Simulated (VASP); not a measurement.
OSZICAR of a VASP run on Mg (space group P6_3/mmc):

### OSZICAR
```
       N       E                     dE             d eps       ncg     rms          rms(c)
DAV:   1    -0.106105485014E+01   -0.10611E+01   -0.99495E+02   912   0.307E+02
DAV:   2    -0.301374002081E+01   -0.19527E+01   -0.18079E+01  1248   0.217E+01
DAV:   3    -0.302575177401E+01   -0.12012E-01   -0.12003E-01  1254   0.240E+00
DAV:   4    -0.302578298366E+01   -0.31210E-04   -0.31209E-04  1284   0.105E-01
DAV:   5    -0.302578310898E+01   -0.12532E-06   -0.12552E-06  1272   0.501E-03    0.966E-01
DAV:   6    -0.302006171030E+01    0.57214E-02   -0.59564E-04  1152   0.253E-01    0.619E-01
DAV:   7    -0.301263850977E+01    0.74232E-02   -0.24041E-03   978   0.449E-01    0.347E-02
DAV:   8    -0.301265272728E+01   -0.14218E-04   -0.14566E-05  1512   0.307E-02    0.775E-03
DAV:   9    -0.301265107127E+01    0.16560E-05   -0.13296E-06  1044   0.790E-03    0.640E-04
DAV:  10    -0.301265083838E+01    0.23289E-06   -0.56233E-09   666   0.651E-04
   1 F= -.30126508E+01 E0= -.30103064E+01  d E =-.468882E-02
```

Which electronic solver shows in the log?

It is blocked Davidson (ALGO = Normal, or the opening steps of other solvers). The INCAR had ALGO = Normal.

Can the final energy be trusted as converged?

Self-consistency was reached. It stopped with EDIFF = 1E-6, NELM = 100 (PBE GGA, plane waves, VASP's PBE PAW potentials (set 64)).

The structure comes from a computed database's Mg entry; how it stands against other phases isn't given here. The cell was not relaxed at this level.
